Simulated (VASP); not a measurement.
Input:

```yaml
crystal:
  lattice:
    - [0.00000, 2.96246, 2.96246]
    - [2.96246, 0.00000, 2.96246]
    - [2.96246, 2.96246, 0.00000]
  atoms:
    - { symbol: Ga, position: [0.00000, 0.00000, 0.00000] }
    - { symbol: As, position: [0.25000, 0.25000, 0.25000] }
```

These are vdW-DF2, VASP's PBE PAW potentials (set 64) (plane waves; VASP) values and carry that method's errors. Numerical set-up: 520 eV cut-off, 11×11×11 Γ-centred mesh, first-order Methfessel-Paxton smearing of 0.10 eV, potentials Ga_d As.

Give the energy at these volumes per atom, relative to the lowest: 24.42, 25.20, 25.98, 26.76, 27.54 Å³.

15.5, 3.7, 0.0, 3.0, 11.6 meV/atom. A third-order Birch-Murnaghan fit gives B0 = 45.8 GPa and B0′ = 4.9.

Measured: bulk modulus 76.7 GPa at 0 K (computed value off by -40.3 %), as given by Daniel Mejia-Rodriguez et al., Physical Review B (2018), arXiv:1807.09216 [0 K value with the zero-point phonon effect removed]; a 5.640 Å at 0 K (computed value off by +5.1 %), as given by Daniel Mejia-Rodriguez et al., Physical Review B (2018), arXiv:1807.09216 [static lattice: zero-point anharmonic expansion removed].

The compound is GaAs in the zinc blende structure. It was relaxed first, which changed the volume by +15 %.
